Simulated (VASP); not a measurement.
Input:

```yaml
crystal:
  lattice:
    - [0.00000, 3.25929, 3.25929]
    - [3.25929, 0.00000, 3.25929]
    - [3.25929, 3.25929, 0.00000]
  atoms:
    - { symbol: Sb, position: [0.25000, 0.25000, 0.25000] }
    - { symbol: In, position: [0.00000, 0.00000, 0.00000] }
```

Calculation: PBEsol GGA, VASP's PBE PAW potentials (set 64) (plane waves; VASP 6.6.1). Settings: 400 eV cut-off, Gaussian smearing of 0.050 eV, potentials Sb In_d.

Task: Give the energies of bands 7 to 12 at the high-symmetry points, in eV from the Fermi level.

Result: 
```json
[
 {"band": "7", "Γ": "-0.36", "X": "-5.87", "U": "-5.74", "L": "-5.57", "W": "-5.77"},
 {"band": "8", "Γ": "0.00", "X": "-2.22", "U": "-3.07", "L": "-0.98", "W": "-2.81"},
 {"band": "9", "Γ": "0.00", "X": "-2.22", "U": "-1.88", "L": "-0.98", "W": "-2.69"},
 {"band": "10", "Γ": "0.00", "X": "1.27", "U": "1.56", "L": "0.44", "W": "3.42"},
 {"band": "11", "Γ": "2.93", "X": "1.29", "U": "3.62", "L": "3.77", "W": "3.91"},
 {"band": "12", "Γ": "2.93", "X": "8.01", "U": "6.14", "L": "3.77", "W": "4.14"}
]
```

It has no gap at this level: it comes out as a metal or semimetal.

The structure comes from a measured InSb entry (F-43m) of the Crystallography Open Database, whose conditions weren't checked. It was relaxed first.
